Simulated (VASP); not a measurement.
Calculation: PBE GGA, VASP's PBE PAW potentials (set 64) (plane waves; VASP).

VASP ran on this input.

File KPOINTS:
```
k-points along high-symmetry lines
15
Line-mode
Reciprocal
  0.000000   0.000000   0.000000 ! GAMMA
  0.500000   0.000000   0.500000 ! X

  0.500000   0.000000   0.500000 ! X
  0.625000   0.250000   0.625000 ! U

  0.375000   0.375000   0.750000 ! K
  0.000000   0.000000   0.000000 ! GAMMA

  0.000000   0.000000   0.000000 ! GAMMA
  0.500000   0.500000   0.500000 ! L

  0.500000   0.500000   0.500000 ! L
  0.500000   0.250000   0.750000 ! W

  0.500000   0.250000   0.750000 ! W
  0.500000   0.000000   0.500000 ! X
```

**POSCAR**
```
Si
3.8668480
  0.0000000000   0.7071067999   0.7071067999
  0.7071067999   0.0000000000   0.7071067999
  0.7071067999   0.7071067999   0.0000000000
Si
2
Cartesian
  0.0000000000   0.0000000000   0.0000000000
  0.3535533999   0.3535533999   0.3535533999
```

**INCAR**
```
! general
SYSTEM = Si
PREC   = Accurate
ENCUT  = 520
LREAL  = .FALSE.
LASPH  = .TRUE.
ICHARG = 11

! electronic loop
EDIFF  = 1E-7
NELM   = 100
ALGO   = Normal

! smearing
ISMEAR = 0
SIGMA  = 0.05

! functional
GGA    = PE

! output
LWAVE  = .FALSE.
LCHARG = .FALSE.
LORBIT = 11
```

POTCAR, in this order: Si (PBE.64 set). Program: vasp_std. Read from the step before: CHGCAR.

Output

OSZICAR:
```
       N       E                     dE             d eps       ncg     rms          rms(c)
DAV:   1     0.807483072600E+01    0.80748E+01   -0.32421E+03  1440   0.763E+02
DAV:   2    -0.898387366733E+01   -0.17059E+02   -0.16407E+02  2128   0.799E+01
DAV:   3    -0.923141718036E+01   -0.24754E+00   -0.24754E+00  1960   0.118E+01
DAV:   4    -0.923236117158E+01   -0.94399E-03   -0.94399E-03  2392   0.764E-01
DAV:   5    -0.923236302812E+01   -0.18565E-05   -0.18565E-05  1904   0.232E-02
DAV:   6    -0.923236305171E+01   -0.23588E-07   -0.23588E-07  2400   0.174E-03
   1 F= -.92323631E+01 E0= -.92323631E+01  d E =-.173126E-14
```

File OUTCAR:
```
 val. band max:        5.6176032405   @ k =   0.0000   0.0000   0.0000

 cond. band min:       6.2291041625   @ k =   0.4286   0.0000   0.4286



 k-point     1 :       0.0000    0.0000    0.0000
  band No.  band energies     occupation
      1      -6.1978      2.00000
      2       5.6176      2.00000
      3       5.6176      2.00000
      4       5.6176      2.00000
      5       8.1744      0.00000
      6       8.1744      0.00000
      7       8.1744      0.00000
      8       8.7527      0.00000

 k-point     2 :       0.0357    0.0000    0.0357
  band No.  band energies     occupation
      1      -6.1759      2.00000
      2       5.4640      2.00000
      3       5.5269      2.00000
      4       5.5269      2.00000
      5       8.1205      0.00000
      6       8.2921      0.00000
      7       8.2921      0.00000
      8       8.9025      0.00000

 k-point     3 :       0.0714    0.0000    0.0714
  band No.  band energies     occupation
      1      -6.1101      2.00000
      2       5.0721      2.00000
      3       5.2951      2.00000
      4       5.2951      2.00000
      5       7.9713      0.00000
      6       8.6048      0.00000
      7       8.6048      0.00000
      8       9.2694      0.00000

 k-point     4 :       0.1071    0.0000    0.1071
  band No.  band energies     occupation
      1      -6.0007      2.00000
      2       4.5516      2.00000
      3       4.9926      2.00000
      4       4.9926      2.00000
      5       7.7557      0.00000
      6       9.0413      0.00000
      7       9.0413      0.00000
      8       9.6840      0.00000

 k-point     5 :       0.1429    0.0000    0.1429
  band No.  band energies     occupation
      1      -5.8480      2.00000
      2       3.9694      2.00000
      3       4.6679      2.00000
      4       4.6679      2.00000
      5       7.5053      0.00000
      6       9.5519      0.00000
      7       9.5519      0.00000
      8       9.9082      0.00000
...
```

The density is held fixed in this step, so its total energy and stress have no physical meaning.

The compound is Si in the diamond structure. It was relaxed first.
